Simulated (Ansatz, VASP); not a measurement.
# Cross-check of Si7Sn13O40 between VASP and Ansatz, part 2 of 2

Wanted: the spread between two codes on one cell, functional and k mesh. The structure shown is frame 134 of Ansatz's trajectory.

VASP 6.6.1 and Ansatz 0.2.0.

So far: Set-up; Ansatz: dynamics, RPBE.

## (3) VASP: single point, RPBE

Level of this step: RPBE; plane waves and PAW (Sn_d, Si, O) (VASP).

The same cell, functional and mesh now go to VASP, with its own data sets.

Lines of VASP's logs that name or quote its potential files are left out, and so is its time.

INCAR reads:

```
SYSTEM = Si7Sn13O40
PREC = Accurate
ENCUT = 520
EDIFF = 1E-06
NELM = 120
ISMEAR = 0
SIGMA = 0.01
LREAL = Auto
ALGO = Normal
GGA = RP
NBANDS = 272
LORBIT = 11
LWAVE = .FALSE.
LCHARG = .FALSE.
ISIF = 2
LASPH = .TRUE.
GGA_COMPAT = .FALSE.
EFERMI = MIDGAP
NCORE = 2
```

POSCAR reads:

```
Si7Sn13O40
1.0
    9.2482100000      0.0000000000      0.0000000000
    0.0000000000      9.2482100000      0.0000000000
    0.0000000000      0.0000000000      9.2482100000
Sn Si O
13 7 40
Direct
    0.4192595108      0.8984549443      0.4765787109
    0.0331848001      0.7471932406      0.3955684397
    0.3291664008      0.3148393040      0.9781244154
    0.0117752516      0.4095927753      0.1350639745
    0.6588950727      0.8335018344      0.7968569053
    0.6231692403      0.4846451367      0.9495242863
    0.9211512282      0.2729284910      0.8226997441
    0.3268956912      0.6703026856      0.1973679231
    0.6895172147      0.7812214472      0.2186369038
    0.3255332654      0.9305908927      0.8917617571
    0.2790377814      0.1707573682      0.6230719242
    0.5777226079      0.1131570326      0.1294845165
    0.9584665573      0.9722962606      0.0697432260
    0.6658261437      0.6220771371      0.5347196917
    0.3960550204      0.6131673048      0.7090236922
    0.1186391745      0.4852290335      0.6090151500
    0.7248105309      0.3276309686      0.3698229171
    0.6528074081      0.1433358455      0.6056090854
    0.0031033032      0.9452099379      0.7329093954
    0.2171987877      0.1417139100      0.2571632781
    0.2834602588      0.0809670196      0.4172915624
    0.3444125944      0.1400162842      0.1304360519
    0.5276588659      0.6473793307      0.2770914588
    0.0333794323      0.5519554595      0.4726752528
    0.7601038471      0.1791049295      0.4639276141
    0.0366449291      0.1185418584      0.6721408792
    0.9214648024      0.7814701440      0.2006009812
    0.6779582211      0.4541635625      0.4883107109
    0.5398774466      0.9512002863      0.3027829169
    0.2850930072      0.1468716649      0.8426279248
    0.6187900145      0.9597749186      0.6061497306
    0.0056875871      0.8299660150      0.5969695757
    0.6858624534      0.6899497308      0.0082286194
    0.8323556667      0.4162427108      0.9746534735
    0.2508161039      0.7863035117      0.3805493171
    0.7267352277      0.6475415243      0.7121053696
    0.8543274861      0.9304611379      0.8424765441
    0.5923740919      0.2828547362      0.2531949426
    0.1069936777      0.9052778862      0.8846684926
    0.4428316399      0.7423058084      0.8298470731
    0.4763192012      0.4680905819      0.7740957439
    0.7430302729      0.1867496521      0.7479177052
    0.4823311754      0.6741953308      0.5557940401
    0.1351721036      0.3959685172      0.9380301702
    0.9888291896      0.1755042327      0.0056865058
    0.2291794845      0.3581774203      0.5625412918
    0.5380716917      0.9789461961      0.9330237960
    0.4069111752      0.5031243884      0.0638393808
    0.7562328278      0.9893482090      0.1386214197
    0.5451973950      0.2683005684      0.9546063509
    0.0906445680      0.0168994865      0.2297309425
    0.2245948135      0.6152325693      0.6794720276
    0.7396674600      0.7450739116      0.4321484914
    0.9756806993      0.4430262721      0.7022331889
    0.4997183239      0.2136197167      0.5902006983
    0.3173803363      0.9472752024      0.6557485178
    0.1593821940      0.3073135234      0.2444689297
    0.1136111745      0.6029815499      0.1936050328
    0.8575929829      0.3990393817      0.2825519749
    0.3038425814      0.8505970345      0.0894551486
```

KPOINTS reads:

```
Automatic mesh
0
Gamma
1 1 1
0 0 0
```

Potentials, in the order of the species: Sn_d, Si and O (PBE family, release 64).

Command:

```console
> mpirun -np 8 vasp_gam
```

Numbers of over 12 decimals in the logs are rounded to 6 here.

The program printed:

```text
[banner, memory and clock lines left out]
running    8 mpi-ranks, on    1 nodes
[...]
|                                                                             |
|               ----> ADVICE to this user running VASP <----                  |
|                                                                             |
|     You enforced a specific xc type in the INCAR file but a different       |
|     [... a line on the potential file left out ...]
|     I HOPE YOU KNOW WHAT YOU ARE DOING!                                     |
|                                                                             |

 LDA part: xc-table for (Slater+PW92), standard interpolation
 POSCAR, INCAR and KPOINTS ok, starting setup
[...]
entering main loop
       N       E                     dE             d eps       ncg     rms          rms(c)
DAV:   1     0.114962438407E+05    0.11496E+05   -0.18697E+05   560   0.261E+03
DAV:   2     0.230605223049E+04   -0.91902E+04   -0.87917E+04   568   0.825E+02
DAV:   3    -0.127247924934E+03   -0.24333E+04   -0.22966E+04   592   0.337E+02
DAV:   4    -0.420936667193E+03   -0.29369E+03   -0.28574E+03   640   0.129E+02
[...]
DAV:  16    -0.371014366074E+03   -0.15260E-04   -0.40056E-05   696   0.237E-02    0.937E-03
DAV:  17    -0.371014370677E+03   -0.46039E-05   -0.22264E-05   688   0.145E-02    0.572E-03
DAV:  18    -0.371014371233E+03   -0.55534E-06   -0.28067E-06   440   0.637E-03
   1 F= -.37101437E+03 E0= -.37101437E+03  d E =0.000000E+00
```

Parts of OUTCAR (step 3):

```text
  Total       18.0981373     21.9492633      7.7125497    -12.1794197      0.2024454      4.7182031
  in kB       36.6582233     44.4587740     15.6219595    -24.6697149      0.4100582      9.5568367
  external PRESSURE =      32.2463189 kB  Pullay stress =       0.0000000 kB

 POSITION                                       TOTAL-FORCE (eV/Angst)
 -----------------------------------------------------------------------------------
      3.87740      8.30910      4.40750         0.659530     -0.233256     -1.382963
      0.30690      6.91020      3.65830        -0.046180      0.049723     -0.895945
      3.04420      2.91170      9.04590        -0.021922      0.433922      0.359699
      0.10890      3.78800      1.24910        -0.196537      1.093139     -1.168412
      6.09360      7.70840      7.36950        -0.425816      1.106363      1.897728
      5.76320      4.48210      8.78140        -0.896220      0.076709      0.616016
      8.51900      2.52410      7.60850         1.476740      0.753607     -0.707202
      3.02320      6.19910      1.82530        -0.520061     -0.933129     -1.031439
      6.37680      7.22490      2.02200        -0.435787      0.300771      0.114501
      3.01060      8.60630      8.24720         0.718730     -0.424148      0.362695
      2.58060      1.57920      5.76230         0.806334     -1.617610      0.412913
      5.34290      1.04650      1.19750        -1.312063     -0.697579     -0.953726
      8.86410      8.99200      0.64500         1.102383     -0.989030     -0.816589
      6.15770      5.75310      4.94520         0.078780      0.066294      0.914783
[...]
-----------------------------------------------------------------------------------
    total drift:                                0.026146     -0.003500     -0.017176

  FREE ENERGIE OF THE ION-ELECTRON SYSTEM (eV)
  ---------------------------------------------------
  free  energy   TOTEN  =      -371.0143712328 eV

  energy  without entropy=     -371.0143712328  energy(sigma->0) =     -371.01437123

[... 3 further parts left out ...]
[key lines of the parts left out:]
E-fermi :   4.6535
```

The run ends at a pressure of 3.22 GPa, with forces up to 2.3 eV/Å.

## (4) Side by side

Known differences besides the potentials themselves: fixed occupations in Ansatz, narrow Gaussian smearing in VASP; the cutoff is 420 eV in Ansatz and 520 eV in VASP (PREC = Accurate, projectors in real space); Ansatz makes its cores anew for this functional, VASP keeps those of its PBE data sets. Total energies have different zeros and are not compared.

Forces on 8 of the 60 atoms, those with the largest forces and the largest differences (eV/Å; atoms numbered as in POSCAR):

```tsv
atom	Ansatz x, y, z	VASP x, y, z
Sn5	-0.429, 1.087, 1.866	-0.426, 1.106, 1.898
Sn7	1.466, 0.743, -0.694	1.477, 0.754, -0.707
Sn11	0.830, -1.670, 0.455	0.806, -1.618, 0.413
O36	-0.668, -0.604, -1.993	-0.666, -0.653, -2.023
O38	0.966, 0.991, 1.189	0.990, 1.036, 1.232
O44	-0.560, 0.447, 0.585	-0.606, 0.469, 0.534
O55	-2.226, 0.367, -0.143	-2.217, 0.361, -0.143
O57	1.171, -1.262, 1.108	1.199, -1.292, 1.119
```

The forces differ by 23 meV/Å r.m.s., which is 3.2 % of the r.m.s. force of 0.709 eV/Å (both taken over all components).

## (5) Outcome

- r.m.s. force difference (single point, RPBE): 3.2 % of the r.m.s. force

The r.m.s. force difference is 3.2 % of the r.m.s. force (single point, RPBE), beyond the 3 % picked in this series as the mark of a large difference. What causes the difference of the single point, RPBE pair stays open here. 2 further runs of this series are not shown here. Such differences can come from data sets, numerical settings and the points named under the comparisons, not from the functional's error against experiment.

[Lines on the potential files, build, host, timing and source positions are cut from VASP's logs without a mark.]

[Logs are printed without paths, hosts, clocks, repeated set-up lines and the standing remarks that a program may print on its own settings, such as how far it seeks lower states.]

[Hosts, paths, dates, database ids (printed as entryN), source tags and the programs' standing remarks are cut or masked in the printed files.]
